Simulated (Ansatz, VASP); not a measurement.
# Na4Bi: VASP beside Ansatz

Contents of INCAR:

```
  PREC = Accurate
  ENCUT = 520
  EDIFF = 1E-6
  ISMEAR = 0
  SIGMA = 0.1
  LREAL = F
  LASPH = T
  NELM = 80
  ALGO = Normal
  ISIF = 2
  LWAVE = F
  LCHARG = F
  GGA = PE
  NBANDS = 30
```

File KPOINTS:

```
regular mesh
0
Gamma
  4 4 4
```

Contents of POSCAR:

```
Na4Bi
1.0
   -3.2868067800      3.2868067800      3.2868067800
    3.2868067800     -3.2868067800      3.2868067800
    3.2868067800      3.2868067800     -3.2868067800
Na Bi
4 1
Direct
    0.3495999900      0.3495999900      0.3495999900
    0.6504000100      0.0000000000      0.0000000000
    0.0000000000      0.0000000000      0.6504000100
    0.0000000000      0.6504000100      0.0000000000
    0.0000000000      0.0000000000      0.0000000000
```

Input for Ansatz:

```yaml
crystal:
  lattice:
    - [-3.28680678, 3.28680678, 3.28680678]
    - [3.28680678, -3.28680678, 3.28680678]
    - [3.28680678, 3.28680678, -3.28680678]
  atoms:
    - { symbol: Na, position: [0.34959999, 0.34959999, 0.34959999] }
    - { symbol: Na, position: [0.65040001, 0.0, 0.0] }
    - { symbol: Na, position: [0.0, 0.0, 0.65040001] }
    - { symbol: Na, position: [0.0, 0.65040001, 0.0] }
    - { symbol: Bi, position: [0.0, 0.0, 0.0] }
basis:
  ecutwfc: 420
kpoints:
  mp_grid: { grid: [4, 4, 4] }
hamiltonian:
  xc: pbe
scf:
  occupations: { method: gaussian, width: 0.1 }
  lower_state_search: "off"
output:
  forces: true
  stress: true
  eigenvalues: true
```

Change from the starting cell: species swapped into the GeF4 type (I-43m, No. 217).

Alike in both runs: task single point; functional PBE; k mesh 4 × 4 × 4; occupations gaussian, width 0.1 eV; no spin polarisation.

```csv
,VASP,Ansatz
version,VASP 6.6.1,Ansatz 0.2.0
potentials or method,"VASP PAW PBE potentials, release 64 (Na_pv, Bi_d)","scalar-relativistic, plane waves, PAW"
plane-wave cutoff (eV),520,420
valence electrons in the cell,43,51
```

```csv
,VASP,Ansatz,Ansatz less VASP
gap on the k mesh at the Fermi level (eV),none,none,-
rms of the force components (eV/Å),6.873,6.689,-0.1839
```

Atom by atom the forces differ by 0.184 eV/Å (rms over components). A gap of «none» marks a metal or a gap that the smearing closes. The two sets of potentials don't hold the same shells in valence.

Caveats: spin-orbit coupling is left out, which moves the levels of the heavy elements; forces of over 1 eV/Å show positions far from the minimum, so gaps and moduli don't describe the material at rest.
